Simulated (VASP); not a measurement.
Calculation: r2SCAN meta-GGA, VASP's PBE PAW potentials (set 64) (plane waves; VASP 6.6.1).

VASP ran on this input.

**INCAR**
```
EDIFFG=-0.01   ! ionic stop
ALGO=Normal   ! blocked Davidson
LMAXMIX=6   ! l cut-off of mixed one-centre charges
EDIFF=1E-6   ! SCF stop (eV)
ISMEAR=1
LCHARG=.False.
SIGMA=0.1
LASPH=.True.
LREAL=.False.   ! projection in real space or not
ISIF=3   ! ions, shape and volume
NELM=100   ! most electronic steps
LWAVE=.False.
SYSTEM=Sm
NSW=60
IBRION=2   ! conjugate gradients
LMIXTAU=.True.
ENCUT=400
METAGGA=R2SCAN
PREC=Accurate
```

File POSCAR:
```
Sm
1
    3.3377360000     0.0000000000     0.0000000000
    0.0000000000     3.3377360000     0.0000000000
    0.0000000000     0.0000000000     3.3377360000
Sm
1
Direct
  0.0000000000   0.0000000000   0.0000000000
```

### KPOINTS
```
Automatic mesh
0
Gamma
10 10 10
0 0 0
```

POTCAR, in this order: Sm_3 (PBE.64 set). Program: vasp_std.

The 4f electrons are frozen in the core of the lanthanide potential, so 4f levels, which can set the real gap, and their magnetism are missing. Energy and stress use the plane-wave basis of the starting cell.

### Question
What does the run give for the energy per atom (σ→0), volume per atom, band gap (on the k-mesh)?

### Answer

* **energy per atom (σ→0)**: -29.040 eV/atom
* **band gap (on the k-mesh)**: none (metal, semimetal or under 0.01 eV)
* **volume per atom**: 33.55 Å³/atom

### OSZICAR
```
...
DAV:   3    -0.290387199729E+02    0.41559E-02   -0.20472E-02  1024   0.156E+00    0.633E-02
DAV:   4    -0.290394388739E+02   -0.71890E-03   -0.47081E-04  1041   0.251E-01    0.462E-02
DAV:   5    -0.290394756140E+02   -0.36740E-04   -0.18760E-04  1033   0.152E-01    0.121E-02
DAV:   6    -0.290395862404E+02   -0.11063E-03   -0.17572E-04  1026   0.161E-01    0.183E-03
DAV:   7    -0.290395876177E+02   -0.13773E-05   -0.10116E-05  1034   0.389E-02    0.749E-04
DAV:   8    -0.290395898292E+02   -0.22115E-05   -0.19291E-06  1030   0.161E-02    0.693E-04
DAV:   9    -0.290395904232E+02   -0.59403E-06   -0.85227E-08   513   0.293E-03
   3 F= -.29039590E+02 E0= -.29039848E+02  d E =-.320015E-01
```

The structure was generated: Sm was put into the simple-cubic type (Pm-3m), which need not be its known phase. This run relaxes it. Symmetry was kept, so distortions that lower it aren't found.
